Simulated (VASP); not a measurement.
Consider the following.

```
CELL_PARAMETERS angstrom
      0.00000     3.36024     3.36024
      3.36024     0.00000     3.36024
      3.36024     3.36024     0.00000
ATOMIC_POSITIONS crystal
  Rb 0.00000 0.00000 0.00000
  Cl 0.50000 0.50000 0.50000
```

Level of theory: PBE GGA with D3 dispersion (zero damping), VASP's PBE PAW potentials (set 64) (plane waves; VASP). Settings: 520 eV cut-off, Gaussian smearing of 0.050 eV, potentials Rb_sv Cl.

Q: Give the energies of bands 6 to 11 at the high-symmetry points, in eV from the valence-band maximum.

A: 
```csv
band,Γ,X,U,L,W
6,0.00,-0.32,-0.37,-0.77,-0.39
7,0.00,-0.10,-0.28,-0.29,-0.24
8,0.00,-0.10,-0.20,-0.29,-0.24
9,4.80,6.24,6.91,7.54,7.58
10,7.95,7.78,8.50,7.74,7.58
11,7.95,9.36,8.71,9.92,9.04
```

The gap is direct, 4.80 eV, from the valence maximum at Γ to the conduction minimum at Γ.

Measured: gap 8.50 eV (computed value off by -3.70 eV), as given by Aguado et al., (1998), arXiv:cond-mat/9809176.

The compound is RbCl in the rock salt structure. It was relaxed first, which changed the volume by +7 %.
